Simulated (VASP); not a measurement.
All values below come from vdW-DF2, VASP's PBE PAW potentials (set 64) (plane waves; VASP).

The input files of a VASP run:

### KPOINTS
```
Automatic
0
Gamma
11 11 11
```

File POSCAR:
```
CuZn
1
    3.0692003392     0.0000000000    -0.0000000000
    0.0000000000     3.0692003392     0.0000000000
   -0.0000000000    -0.0000000000     3.0692003392
Zn Cu
1 1
Direct
  0.5000000000   0.5000000000   0.5000000000
  0.0000000000   0.0000000000   0.0000000000
```

**INCAR**
```
# general
SYSTEM   = CuZn
PREC     = Accurate
ENCUT    = 520   # plane-wave cut-off (eV)
LREAL    = .FALSE.   # projection in real space or not
LASPH    = .TRUE.   # aspherical one-centre terms

# electronic loop
EDIFF    = 1E-6   # SCF stop (eV)
NELM     = 100
ALGO     = Normal   # blocked Davidson
LMAXMIX  = 4

# smearing
ISMEAR   = 1   # Methfessel-Paxton
SIGMA    = 0.1   # width (eV)

# functional
GGA      = ML
LUSE_VDW = .TRUE.
AGGAC    = 0.0
ZAB_VDW  = -1.8867

# ions
IBRION   = 2   # conjugate gradients
NSW      = 60   # most ionic steps
ISIF     = 3   # ions, shape and volume
EDIFFG   = -0.01   # ionic stop

# output
LWAVE    = .FALSE.
LCHARG   = .FALSE.
```

POTCAR, in this order: Zn Cu (PBE.64 set). Program: vasp_std.

Q: Predict the energy per atom (σ→0), band gap (on the k-mesh).

A: 
The energy per atom (σ→0) is 0.979 eV/atom and the band gap (on the k-mesh) is none (metal, semimetal or under 0.01 eV).

**OSZICAR**
```
...
DAV:   7     0.195421862897E+01    0.69491E+00   -0.28964E+00  1738   0.653E+01    0.154E+00
DAV:   8     0.195330982473E+01   -0.90880E-03   -0.13858E-01  2388   0.561E+00    0.907E-01
DAV:   9     0.195869000503E+01    0.53802E-02   -0.19612E-02  2098   0.321E+00    0.570E-02
DAV:  10     0.195846056037E+01   -0.22944E-03   -0.11376E-03  2531   0.614E-01    0.373E-02
DAV:  11     0.195840490418E+01   -0.55656E-04   -0.20851E-04  2423   0.291E-01    0.167E-02
DAV:  12     0.195840444637E+01   -0.45781E-06   -0.17637E-05  1974   0.513E-02    0.513E-03
DAV:  13     0.195840516838E+01    0.72201E-06   -0.48651E-07  1169   0.161E-02
   1 F= 0.19584052E+01 E0= 0.19584063E+01  d E =0.195841E+01
```

The compound is CuZn in the CsCl type structure. It was relaxed first, which changed the volume by +13 %. The start is the result of an earlier pass. The electron count is odd and the run is not spin-polarised, which forces a metal.
